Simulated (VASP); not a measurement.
Input:

```xyz
2
Lattice="0.0000 2.3910 2.3910 2.3910 0.0000 2.3910 2.3910 2.3910 0.0000" Properties=species:S:1:pos:R:3 pbc="T T T"
Cd     0.0000     0.0000     0.0000
O      2.3910     2.3910     2.3910
```

Level of theory: PBE GGA, VASP's PBE PAW potentials (set 64) (plane waves; VASP). Run with 520 eV cut-off, Gaussian smearing of 0.050 eV, potentials Cd O.

Problem. Estimate the band gap (along the path) with the smallest direct gap where there is one.

Solution. 
band gap (along the path): none (metal, semimetal or under 0.01 eV)

The absolute energy has meaning only against runs of the same code, potentials and settings.

The compound is CdO in the rock salt structure. It was relaxed first, which changed the volume by +5 %.
